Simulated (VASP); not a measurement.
A run of VASP 6.6.1 is set up as follows.

INCAR

```
PREC = Accurate
ENCUT = 900
EDIFF = 1E-7
ISMEAR = 0
SIGMA = 0.02
LREAL = False
LASPH = True
NELM = 60
ALGO = Fast
ISIF = 4
LWAVE = False
LCHARG = False
GGA = PE
IBRION = 2
NSW = 80
EDIFFG = -0.002
```

File KPOINTS:

```
Automatic mesh
0
Gamma
  12 12 6
```

Contents of POSCAR:

```
AlN                                     
1.0
    3.1586664433     -0.0000000000     -0.0000000000
   -1.5793332217      2.7354853799      0.0000000000
    0.0000000000      0.0000000000      5.0639463559
  Al              N             
     2     2
Direct
     0.3333333300000021    0.6666666699999979    0.9992341336011743
     0.6666666699999979    0.3333333300000021    0.4992341336011744
     0.3333333300000021    0.6666666699999979    0.3807658663988282
     0.6666666699999979    0.3333333300000021    0.8807658663988283
```

Potentials or basis: VASP PAW PBE potentials, release 64 (Al, N_h).

Run with:

```bash
$ cat potpaw_PBE.64/Al/POTCAR potpaw_PBE.64/N_h/POTCAR > POTCAR
$ mpirun -np 1 vasp_std > vasp.out
```

(1) Predict the band gap on the k mesh.

Results:

(1) 3.82 eV, direct.
